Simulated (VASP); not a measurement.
Method: PBEsol GGA, VASP's PBE PAW potentials (set 64) (plane waves; VASP 6.6.1).

VASP ran on this input.

KPOINTS:
```
Regular mesh
0
Gamma
7 7 7
0 0 0
```

POSCAR:
```
BaF2
1
    0.0000000000     2.9656034081     2.9656034081
    2.9656034081     0.0000000000     2.9656034081
    2.9656034081     2.9656034081     0.0000000000
Ba F
1 2
Direct
  0.0000000000   0.0000000000   0.0000000000
  0.2500000000   0.2500000000   0.2500000000
  0.7500000000   0.7500000000   0.7500000000
```

**INCAR**
```
# general
SYSTEM  = BaF2
PREC    = Accurate
ENCUT   = 620   # plane-wave cut-off (eV)
LREAL   = F   # projection in real space or not
LASPH   = T   # aspherical one-centre terms

# electronic loop
EDIFF   = 1E-6   # SCF stop (eV)
NELM    = 100
ALGO    = Normal
LMAXMIX = 4   # l cut-off of mixed one-centre charges

# smearing
ISMEAR  = 0
SIGMA   = 0.05

# functional
GGA     = PS

# ions
IBRION  = 2   # conjugate gradients
NSW     = 40   # most ionic steps
ISIF    = 3   # ions, shape and volume
EDIFFG  = -0.02   # ionic stop
PSTRESS = 200

# output
LWAVE   = F
LCHARG  = F
```

POTCAR, in this order: Ba_sv F (PBE.64 set). Program: vasp_std.

**Question.** What will the output report for the number of irreducible k-points (NKPTS), largest plane-wave count, number of space-group operations, FFT grid (NGX, NGY, NGZ)?

**Answer.** 
```
Item                                          Result
--------------------------------------  ------------
number of irreducible k-points (NKPTS)            20
largest plane-wave count                        1849
number of space-group operations                  48
FFT grid (NGX, NGY, NGZ)                36 × 36 × 36
```

The compound is BaF2 in the fluorite structure. This run relaxes it under an external pressure of 20 GPa. Symmetry was kept, so distortions that lower it aren't found.
